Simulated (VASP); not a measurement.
A VASP calculation is set up with these files.

### INCAR
```
LORBIT = 10
NELM = 100   # most electronic steps
ENCUT = 500   # plane-wave cut-off (eV)
EDIFFG = -0.02
LASPH = .TRUE.   # aspherical one-centre terms
IBRION = 2
SYSTEM = Ni
MAGMOM = 0.6
PREC = Accurate
EDIFF = 1E-6
GGA = PE   # PBE
ISPIN = 2
LMAXMIX = 4   # l cut-off of mixed one-centre charges
LCHARG = .FALSE.
ALGO = Normal   # blocked Davidson
LREAL = .FALSE.   # projection in real space or not
PSTRESS = 300
LWAVE = .FALSE.
NSW = 40   # most ionic steps
ISMEAR = 1   # Methfessel-Paxton
ISIF = 3   # ions, shape and volume
SIGMA = 0.1   # width (eV)
```

### KPOINTS
```
Automatic mesh
0
Gamma
18 18 18
0 0 0
```

File POSCAR:
```
Ni
1
    0.0000000000     1.7109630945     1.7109630945
    1.7109630945     0.0000000000     1.7109630945
    1.7109630945     1.7109630945     0.0000000000
Ni
1
Direct
  0.0000000000   0.0000000000   0.0000000000
```

POTCAR, in this order: Ni (PBE.64 set). Program: vasp_std.

Translate this PBE calculation to Ansatz.

One equivalent input (not run):
Ansatz 0.2 input:
```yaml
crystal:
  lattice:
    - [0.0000000, 1.7109631, 1.7109631]
    - [1.7109631, 0.0000000, 1.7109631]
    - [1.7109631, 1.7109631, 0.0000000]
  atoms:
    - { symbol: Ni, position: [0.0000000, 0.0000000, 0.0000000], spin: 0.6 }
kpoints:
  mp_grid: { grid: [18, 18, 18] }
hamiltonian:
  xc: pbe
  pseudopotentials: { kind: paw }
magnetization: { spin_polarized: true }
scf:
  occupations: { method: methfessel_paxton, width: 0.1 }
  max_iter: 100
relax:
  max_steps: 40
  f_tol: 0.02
  cell: { p_target: 30 }
output: { forces: true, stress: true, eigenvalues: true }
```
Limits of the translation: each code has its own PAW files, so the cut-off isn't converted (ENCUT is set for VASP's; basis.ecutwfc is left out, and Ansatz then takes the one that its files recommend); Ansatz stops its SCF on the density residual and VASP on the energy change (EDIFF).

The compound is Ni in the fcc structure. This run relaxes it under an external pressure of 30 GPa. Symmetry was kept, so distortions that lower it aren't found.
